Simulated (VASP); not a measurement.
These are PW91 GGA, VASP's PBE PAW potentials (set 64) (plane waves; VASP) values and carry that method's errors.

VASP input:

### KPOINTS
```
Regular mesh
0
Gamma
5 5 7
```

File POSCAR:
```
MnF2
1.0
  5.0216635417   0.0000000000   0.0000000000
  0.0000000000   5.0216635417   0.0000000000
  0.0000000000   0.0000000000   3.3863020332
Mn F
2 4
Cart
  0.0000000000   0.0000000000   0.0000000000
  2.5108317708   2.5108317708   1.6931510166
  1.5243667505   1.5243667505   0.0000000000
  4.0351985214   0.9864650203   1.6931510166
  0.9864650203   4.0351985214   1.6931510166
  3.4972967912   3.4972967912   0.0000000000
```

### INCAR
```
LMAXMIX = 4
NELM = 100   ! most electronic steps
LASPH = .True.
LORBIT = 10
PREC = Accurate
ALGO = Normal
NSW = 30   ! most ionic steps
MAGMOM = 4.5 -4.5 -0.0 0.0 0.0 -0.0
SIGMA = 0.05   ! width (eV)
IBRION = 2
GGA = 91   ! PW91
LREAL = .False.   ! projection in real space or not
ISPIN = 2   ! spin-polarised
LWAVE = .False.
EDIFF = 1E-7   ! SCF stop (eV)
ISMEAR = 0   ! Gaussian
EDIFFG = -0.01   ! ionic stop
SYSTEM = MnF2
LCHARG = .False.
ISIF = 4   ! ions and shape, fixed volume
ENCUT = 520   ! plane-wave cut-off (eV)
```

POTCAR, in this order: Mn_pv F (PBE.64 set). Program: vasp_std.

What VASP printed:

OUTCAR:
```
 ion  position               nearest neighbor table
   1  0.000  0.000  0.000-   3 2.16   6 2.16   5 2.19   4 2.19   4 2.19   5 2.19
   2  0.500  0.500  0.500-   4 2.16   5 2.16   3 2.19   6 2.19   3 2.19   6 2.19
   3  0.304  0.304  0.000-   1 2.16   2 2.19   2 2.19
   4  0.804  0.196  0.500-   2 2.16   1 2.19   1 2.19
   5  0.196  0.804  0.500-   2 2.16   1 2.19   1 2.19
   6  0.696  0.696  0.000-   1 2.16   2 2.19   2 2.19
  LATTYP: Found a simple tetragonal cell.
 ALAT       =     5.0216635417
 C/A-ratio  =     0.6743386938
 Subroutine PRICEL returns:
 Original cell was already a primitive cell.
 Subroutine GETGRP returns: Found 16 space group operations
The static configuration has the point symmetry D_2h.
 The point group associated with its full space group is D_4h.
The dynamic configuration has the point symmetry D_2h.
The overall configuration has the point symmetry D_2h.
 Subroutine INISYM returns: Found 16 space group operations
 Subroutine IBZKPT returns following result:
 Found     24 irreducible k-points:

 Following reciprocal coordinates:
            Coordinates               Weight
  0.000000  0.000000  0.000000      1.000000
  0.200000  0.000000  0.000000      4.000000
...
```

File OSZICAR:
```
       N       E                     dE             d eps       ncg     rms          rms(c)
DAV:   1     0.699206430060E+03    0.69921E+03   -0.31629E+04  3176   0.187E+03
DAV:   2     0.300287103605E+02   -0.66918E+03   -0.64620E+03  3480   0.534E+02
DAV:   3    -0.414656862569E+02   -0.71494E+02   -0.70936E+02  3488   0.182E+02
DAV:   4    -0.432650451796E+02   -0.17994E+01   -0.17951E+01  3688   0.293E+01
DAV:   5    -0.432941038343E+02   -0.29059E-01   -0.29054E-01  3264   0.425E+00    0.187E+01
DAV:   6    -0.389535474238E+02    0.43406E+01   -0.29226E+01  3680   0.380E+01    0.139E+01
DAV:   7    -0.390964805877E+02   -0.14293E+00   -0.20566E+00  3272   0.104E+01    0.949E+00
DAV:   8    -0.389682885817E+02    0.12819E+00   -0.41835E-01  3368   0.561E+00    0.356E+00
DAV:   9    -0.390856765640E+02   -0.11739E+00   -0.86801E-02  3672   0.318E+00    0.804E-01
DAV:  10    -0.390904483914E+02   -0.47718E-02   -0.22226E-02  3216   0.948E-01    0.161E-01
DAV:  11    -0.390909111729E+02   -0.46278E-03   -0.91233E-04  3512   0.282E-01    0.688E-02
DAV:  12    -0.390911587775E+02   -0.24760E-03   -0.11640E-04  3464   0.797E-02    0.413E-02
DAV:  13    -0.390912307933E+02   -0.72016E-04   -0.63718E-05  3424   0.540E-02    0.207E-02
DAV:  14    -0.390912438535E+02   -0.13060E-04   -0.21297E-05  3576   0.341E-02    0.489E-03
DAV:  15    -0.390912443558E+02   -0.50228E-06   -0.10844E-06  3040   0.866E-03    0.231E-03
DAV:  16    -0.390912447342E+02   -0.37835E-06   -0.32727E-07  2880   0.358E-03    0.110E-03
DAV:  17    -0.390912447557E+02   -0.21564E-07   -0.17313E-08  1840   0.104E-03
   1 F= -.39091245E+02 E0= -.39091245E+02  d E =-.390912E+02  mag=     0.0000
       N       E                     dE             d eps       ncg     rms          rms(c)
DAV:   1    -0.390972542383E+02   -0.60095E-02   -0.54019E-01  3072   0.564E+00    0.564E-01
DAV:   2    -0.390948080086E+02    0.24462E-02   -0.12958E-02  3552   0.895E-01    0.337E-01
DAV:   3    -0.390935064478E+02    0.13016E-02   -0.13131E-03  3976   0.302E-01    0.184E-01
DAV:   4    -0.390933353430E+02    0.17110E-03   -0.43055E-04  3608   0.147E-01    0.534E-02
DAV:   5    -0.390933390055E+02   -0.36625E-05   -0.30126E-05  3160   0.370E-02    0.332E-02
DAV:   6    -0.390933403236E+02   -0.13180E-05   -0.32832E-06  3920   0.137E-02    0.139E-02
DAV:   7    -0.390933408629E+02   -0.53937E-06   -0.70862E-07  3632   0.611E-03    0.228E-03
DAV:   8    -0.390933409277E+02   -0.64735E-07   -0.45319E-08  1992   0.166E-03
   2 F= -.39093341E+02 E0= -.39093341E+02  d E =-.209617E-02  mag=     0.0000
       N       E                     dE             d eps       ncg     rms          rms(c)
DAV:   1    -0.391300477931E+02   -0.36707E-01   -0.47137E+00  3072   0.167E+01    0.167E+00
DAV:   2    -0.391087214342E+02    0.21326E-01   -0.11301E-01  3552   0.265E+00    0.100E+00
DAV:   3    -0.390975001093E+02    0.11221E-01   -0.11233E-02  3960   0.876E-01    0.553E-01
DAV:   4    -0.390958928091E+02    0.16073E-02   -0.37737E-03  3592   0.435E-01    0.157E-01
DAV:   5    -0.390959237623E+02   -0.30953E-04   -0.28289E-04  3184   0.114E-01    0.976E-02
DAV:   6    -0.390959354421E+02   -0.11680E-04   -0.29512E-05  3888   0.406E-02    0.408E-02
DAV:   7    -0.390959398781E+02   -0.44359E-05   -0.64635E-06  3536   0.185E-02    0.713E-03
DAV:   8    -0.390959404924E+02   -0.61436E-06   -0.43858E-07  2968   0.516E-03    0.279E-03
DAV:   9    -0.390959406525E+02   -0.16011E-06   -0.12281E-07  2040   0.312E-03    0.144E-03
DAV:  10    -0.390959407402E+02   -0.87651E-07   -0.11315E-07  1880   0.251E-03
   3 F= -.39095941E+02 E0= -.39095941E+02  d E =-.469598E-02  mag=    -0.0000
       N       E                     dE             d eps       ncg     rms          rms(c)
DAV:   1    -0.390959670476E+02   -0.26395E-04   -0.33856E-03  3072   0.446E-01    0.447E-02
DAV:   2    -0.390959515413E+02    0.15506E-04   -0.81031E-05  3552   0.706E-02    0.268E-02
DAV:   3    -0.390959432846E+02    0.82567E-05   -0.83277E-06  3936   0.238E-02    0.146E-02
DAV:   4    -0.390959422096E+02    0.10750E-05   -0.27185E-06  3584   0.117E-02    0.425E-03
DAV:   5    -0.390959422290E+02   -0.19351E-07   -0.18819E-07  2744   0.298E-03
   4 F= -.39095942E+02 E0= -.39095942E+02  d E =-.469747E-02  mag=     0.0000
       N       E                     dE             d eps       ncg     rms          rms(c)
DAV:   1    -0.390959560132E+02   -0.13804E-04   -0.27364E-02  3072   0.115E+00    0.491E-02
DAV:   2    -0.390959946447E+02   -0.38632E-04   -0.61617E-04  3104   0.160E-01    0.288E-02
DAV:   3    -0.390959880922E+02    0.65525E-05   -0.77345E-06  4072   0.243E-02    0.155E-02
DAV:   4    -0.390959854290E+02    0.26631E-05   -0.33515E-06  3616   0.146E-02    0.553E-03
DAV:   5    -0.390959855745E+02   -0.14542E-06   -0.51370E-07  2744   0.485E-03    0.254E-03
DAV:   6    -0.390959855768E+02   -0.23838E-08   -0.26957E-08  1584   0.155E-03
   5 F= -.39095986E+02 E0= -.39095986E+02  d E =-.433479E-04  mag=     0.0000
```

File OUTCAR:
```
------------------------ aborting loop because EDIFF is reached ----------------------------------------
  FORCE on cell =-STRESS in cart. coord.  units (eV):
  Direction    XX          YY          ZZ          XY          YZ          ZX
  --------------------------------------------------------------------------------------
  Total       -2.3344520     -2.3344520     -2.3107181     -0.0000000      0.0000000      0.0000000
  in kB      -43.8000517    -43.8000517    -43.3547457     -0.0000000      0.0000000      0.0000000
  external PRESSURE =     -43.6516164 kB  Pullay stress =       0.0000000 kB
  volume of cell :       85.39
      direct lattice vectors                 reciprocal lattice vectors
     5.051465323  0.000000000  0.000000000     0.197962361  0.000000000  0.000000000
    -0.000000000  5.051465323  0.000000000    -0.000000000  0.197962361  0.000000000
     0.000000000  0.000000000  3.346464031     0.000000000  0.000000000  0.298822874
 POSITION                                       TOTAL-FORCE (eV/Angst)
 -----------------------------------------------------------------------------------
      0.00000      5.05147      0.00000        -0.000000      0.000000      0.000000
      2.52573      2.52573      1.67323        -0.000000      0.000000      0.000000
      1.54138      1.54138      3.34646         0.005304      0.005304     -0.000000
      4.06712      0.98435      1.67323         0.005304     -0.005304      0.000000
      0.98435      4.06712      1.67323        -0.005304      0.005304     -0.000000
      3.51008      3.51008      0.00000        -0.005304     -0.005304      0.000000
 -----------------------------------------------------------------------------------
    total drift:                                0.000000     -0.000000     -0.000000
  FREE ENERGIE OF THE ION-ELECTRON SYSTEM (eV)
  ---------------------------------------------------
  free  energy   TOTEN  =       -39.0959855768 eV

  energy  without entropy=      -39.0959855768  energy(sigma->0) =      -39.09598558

 total charge

# of ion       s       p       d       tot
------------------------------------------
    1        0.148   6.121   4.931  11.200
    2        0.148   6.121   4.931  11.200
    3        1.731   4.348   0.000   6.079
    4        1.731   4.348   0.000   6.079
    5        1.731   4.348   0.000   6.079
    6        1.731   4.348   0.000   6.079
--------------------------------------------------
tot          7.219  29.634   9.861  46.715

 magnetization (x)

# of ion       s       p       d       tot
------------------------------------------
    1        0.015   0.013   4.520   4.549
    2       -0.015  -0.013  -4.520  -4.549
    3       -0.002  -0.026   0.000  -0.028
    4        0.002   0.026   0.000   0.028
    5        0.002   0.026   0.000   0.028
    6       -0.002  -0.026   0.000  -0.028
--------------------------------------------------
tot          0.000   0.000  -0.000  -0.000

 reached required accuracy - stopping structural energy minimisation
```
(Selected blocks of OUTCAR.)

**CONTCAR**
```
MnF2
   1.00000000000000
     5.0514653232147833    0.0000000000000000    0.0000000000000000
    -0.0000000000000000    5.0514653232147833    0.0000000000000000
     0.0000000000000000    0.0000000000000000    3.3464640305974331
  Mn              F
     2     4
Direct
     0.0000000000000000    1.0000000000000000    0.0000000000000000
     0.5000000000000000    0.5000000000000000    0.5000000000000000
     0.3051360092518124    0.3051360092518124    1.0000000000000000
     0.8051360092518124    0.1948639907481876    0.5000000000000000
     0.1948639907481876    0.8051360092518124    0.5000000000000000
     0.6948639907481876    0.6948639907481876    0.0000000000000000
```

The compound is MnF2 in the rutile structure. This cell is one point of a volume scan, at 1.06 of the reference volume. Symmetry was kept, so distortions that lower it aren't found.
